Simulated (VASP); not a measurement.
Given:

```xyz
3
Lattice="3.7728 0.0000 0.0000 -1.8864 3.2673 0.0000 0.0000 0.0000 4.8011" Properties=species:S:1:pos:R:3 pbc="T T T"
Pt     0.0000     0.0000     0.0000
Se     0.0000     2.1782     1.2243
Se     1.8864     1.0891     3.5769
```

These are PBE GGA with D3 dispersion (Becke-Johnson damping), VASP's PBE PAW potentials (set 64) (plane waves; VASP) values and carry that method's errors. Settings: PREC = Normal, EDIFF = 1E-5, 400 eV cut-off, 9×9×6 Γ-centred mesh, Gaussian smearing of 0.050 eV, potentials Pt Se.

### Question
The ions are relaxed. Which structure does the run end with?

### Answer

```xyz
3
Lattice="3.7728 0.0000 0.0000 -1.8864 3.2673 0.0000 0.0000 0.0000 4.8011" Properties=species:S:1:pos:R:3 pbc="T T T"
Pt     0.0000     0.0000     0.0000
Se     0.0000     2.1782     1.2790
Se     1.8864     1.0891     3.5221
```
Space group P-3m1 (164), at a tolerance of 0.03 Å.

### Question
How much energy does the relaxation gain?

### Answer
The energy (σ→0) changes by -12.6 meV/atom, in 3 ionic steps.

The compound is PtSe2 in the 1T layered structure. This run relaxes the ions in a fixed cell. Symmetry was kept, so distortions that lower it aren't found.
